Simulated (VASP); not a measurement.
Method: PBEsol GGA, VASP's PBE PAW potentials (set 64) (plane waves; VASP).

The input files of a VASP run:

POSCAR:
```
V
1
   -1.4796819118     1.4796819118     1.4796819118
    1.4796819118    -1.4796819118     1.4796819118
    1.4796819118     1.4796819118    -1.4796819118
V
1
Direct
  0.0000000000   0.0000000000   0.0000000000
```

INCAR:
```
SYSTEM = V
PREC = Accurate
ENCUT = 520
EDIFF = 1E-7
NELM = 100
ALGO = Normal
LREAL = .FALSE.
LASPH = .TRUE.
ISMEAR = 1
SIGMA = 0.1
GGA = PS
LMAXMIX = 4
LWAVE = .FALSE.
LCHARG = .FALSE.
ISIF = 2
```

### KPOINTS
```
K-points
0
Gamma
17 17 17
```

POTCAR, in this order: V_sv (PBE.64 set). Program: vasp_std.

The run wrote:

OUTCAR:
```
 ion  position               nearest neighbor table
   1  0.000  0.000  0.000-
  LATTYP: Found a body centered cubic cell.
 ALAT       =     2.9593638236
 Subroutine PRICEL returns:
 Original cell was already a primitive cell.
 Subroutine GETGRP returns: Found 48 space group operations
The static configuration has the point symmetry O_h .
The dynamic configuration has the point symmetry O_h .
 Subroutine INISYM returns: Found 48 space group operations
 Subroutine IBZKPT returns following result:
 Found    165 irreducible k-points:

 Following reciprocal coordinates:
            Coordinates               Weight
  0.000000  0.000000  0.000000      1.000000
  0.058824  0.000000  0.000000     12.000000
  0.117647  0.000000  0.000000     12.000000
  0.176471  0.000000  0.000000     12.000000
  0.235294  0.000000  0.000000     12.000000
  0.294118  0.000000  0.000000     12.000000
  0.352941  0.000000  0.000000     12.000000
  0.411765  0.000000  0.000000     12.000000
  0.470588  0.000000  0.000000     12.000000
  0.058824  0.058824  0.000000     24.000000
  0.117647  0.058824  0.000000     48.000000
  0.176471  0.058824  0.000000     48.000000
  0.235294  0.058824 -0.000000     48.000000
  0.294118  0.058824  0.000000     48.000000
  0.352941  0.058824  0.000000     48.000000
  0.411765  0.058824  0.000000     48.000000
  0.470588  0.058824  0.000000     24.000000
  0.117647  0.117647  0.000000     24.000000
  0.176471  0.117647  0.000000     48.000000
  0.235294  0.117647 -0.000000     48.000000
  0.294118  0.117647  0.000000     48.000000
  0.352941  0.117647  0.000000     48.000000
  0.411765  0.117647  0.000000     48.000000
  0.176471  0.176471  0.000000     24.000000
  0.235294  0.176471  0.000000     48.000000
  0.294118  0.176471  0.000000     48.000000
  0.352941  0.176471  0.000000     48.000000
  0.411765  0.176471 -0.000000     24.000000
  0.235294  0.235294  0.000000     24.000000
  0.294118  0.235294  0.000000     48.000000
  0.352941  0.235294  0.000000     48.000000
  0.294118  0.294118  0.000000     24.000000
  0.352941  0.294118  0.000000     24.000000
  0.058824  0.058824  0.058824      8.000000
  0.117647  0.058824  0.058824     24.000000
  0.176471  0.058824  0.058824     24.000000
  0.235294  0.058824  0.058824     24.000000
  0.294118  0.058824  0.058824     24.000000
  0.352941  0.058824  0.058824     24.000000
  0.411765  0.058824  0.058824     24.000000
   k-points           NKPTS =    165   k-points in BZ     NKDIM =    165   number of bands    NBANDS=     10
   number of dos      NEDOS =    301   number of ions     NIONS =      1
   total plane-waves  NPLWV =   8000
   dimension x,y,z NGX =    20 NGY =   20 NGZ =   20
   dimension x,y,z NGXF=    40 NGYF=   40 NGZF=   40
   ions per type =               1
   PREC   = accura    normal or accurate (medium, high low for compatibility)
   ISTART =      0    job   : 0-new  1-cont  2-samecut
   ICHARG =      2    charge: 1-file 2-atom 10-const
   ISPIN  =      1    spin polarized calculation?
   LNONCOLLINEAR =      F non collinear calculations
   LSORBIT =      F    spin-orbit coupling
   INIWAV =      1    electr: 0-lowe 1-rand  2-diag
   ENCUT  =  520.0 eV  38.22 Ry    6.18 a.u.   4.77  4.77  4.77*2*pi/ulx,y,z
   NELM   =    100;   NELMIN=  2; NELMDL= -5     # of ELM steps
   EDIFF  = 0.1E-06   stopping-criterion for ELM
   LREAL  =      F    real-space projection
   NLSPLINE    = F    spline interpolate recip. space projectors
   LMAXMIX     =    4 max onsite mixed and CHGCAR
   VOSKOWN=      0    Vosko Wilk Nusair interpolation
...
```

File OSZICAR:
```
       N       E                     dE             d eps       ncg     rms          rms(c)
DAV:   1     0.856168491154E+02    0.85617E+02   -0.73394E+03  3300   0.143E+03
DAV:   2    -0.963386729171E+01   -0.95251E+02   -0.93315E+02  3408   0.371E+02
DAV:   3    -0.111299340056E+02   -0.14961E+01   -0.14477E+01  3494   0.538E+01
DAV:   4    -0.111394479710E+02   -0.95140E-02   -0.95100E-02  3362   0.446E+00
DAV:   5    -0.111395454687E+02   -0.97498E-04   -0.97499E-04  3414   0.464E-01    0.204E+01
DAV:   6    -0.966490314534E+01    0.14746E+01   -0.57325E+00  3314   0.363E+01    0.214E+00
DAV:   7    -0.964133625136E+01    0.23567E-01   -0.27810E-02  3328   0.227E+00    0.103E+00
DAV:   8    -0.963173221544E+01    0.96040E-02   -0.72973E-03  3328   0.154E+00    0.107E-01
DAV:   9    -0.963175712814E+01   -0.24913E-04   -0.13917E-04  3324   0.195E-01    0.343E-02
DAV:  10    -0.963176374785E+01   -0.66197E-05   -0.92992E-06  3324   0.394E-02    0.133E-03
DAV:  11    -0.963176387435E+01   -0.12650E-06   -0.45243E-08  1794   0.352E-03    0.893E-04
DAV:  12    -0.963176384870E+01    0.25652E-07   -0.75785E-09  1662   0.160E-03
   1 F= -.96317638E+01 E0= -.96313774E+01  d E =-.115931E-02
```

### OUTCAR
```
------------------------ aborting loop because EDIFF is reached ----------------------------------------
  FORCE on cell =-STRESS in cart. coord.  units (eV):
  Direction    XX          YY          ZZ          XY          YZ          ZX
  --------------------------------------------------------------------------------------
  Total        0.0110903      0.0110903      0.0110903      0.0000000     -0.0000000      0.0000000
  in kB        1.3711631      1.3711631      1.3711631      0.0000000     -0.0000000      0.0000000
  external PRESSURE =       1.3711631 kB  Pullay stress =       0.0000000 kB
  volume of cell :       12.96
      direct lattice vectors                 reciprocal lattice vectors
    -1.479681912  1.479681912  1.479681912     0.000000000  0.337910463  0.337910463
     1.479681912 -1.479681912  1.479681912     0.337910463  0.000000000  0.337910463
     1.479681912  1.479681912 -1.479681912     0.337910463  0.337910463  0.000000000
 POSITION                                       TOTAL-FORCE (eV/Angst)
 -----------------------------------------------------------------------------------
      0.00000      0.00000      0.00000        -0.000000      0.000000     -0.000000
 -----------------------------------------------------------------------------------
    total drift:                                0.000000     -0.000000      0.000000
  FREE ENERGIE OF THE ION-ELECTRON SYSTEM (eV)
  ---------------------------------------------------
  free  energy   TOTEN  =        -9.6317638487 eV

  energy  without entropy=       -9.6306045386  energy(sigma->0) =       -9.63137741
```
(Selected blocks of OUTCAR.)

OUTCAR:
```
 val. band max:       10.0319022970   @ k =  -0.2353   0.2353   0.1765

 cond. band min:      10.0506724360   @ k =  -0.4118  -0.4706   0.0588


 Fermi energy:        10.0492486277

 k-point     1 :       0.0000    0.0000    0.0000
  band No.  band energies     occupation
      1     -53.3840      2.00000
      2     -26.7176      2.00000
      3     -26.7176      2.00000
      4     -26.7176      2.00000
      5       3.3709      2.00000
      6      10.4679     -0.00000
      7      10.4679     -0.00000
      8      10.4679     -0.00000
      9      12.5722      0.00000
     10      12.5722      0.00000

 k-point     2 :       0.0588    0.0000    0.0000
  band No.  band energies     occupation
      1     -53.3762      2.00000
      2     -26.7540      2.00000
      3     -26.7286      2.00000
      4     -26.7178      2.00000
      5       3.5164      2.00000
      6      10.4042     -0.00001
      7      10.4546     -0.00000
      8      10.5735     -0.00000
      9      12.4978      0.00000
     10      12.5762      0.00000

 k-point     3 :       0.1176    0.0000    0.0000
  band No.  band energies     occupation
      1     -53.3539      2.00000
      2     -26.8577      2.00000
      3     -26.7600      2.00000
      4     -26.7187      2.00000
      5       3.9384      2.00000
      6      10.2260     -0.03139
      7      10.3921     -0.00001
      8      10.8832     -0.00000
      9      12.3325      0.00000
     10      12.5908      0.00000

 k-point     4 :       0.1765    0.0000    0.0000
  band No.  band energies     occupation
      1     -53.3198      2.00000
      2     -27.0129      2.00000
      3     -26.8073      2.00000
      4     -26.7199      2.00000
      5       4.5895      2.00000
      6       9.9666      1.99311
      7      10.2420     -0.02004
      8      11.3745     -0.00000
      9      12.2087      0.00000
     10      12.6222      0.00000

 k-point     5 :       0.2353    0.0000    0.0000
...
```

The compound is V in the bcc structure. It was relaxed first, which changed the volume by -7 %. The run is not spin-polarised, so no magnetic state was tried.
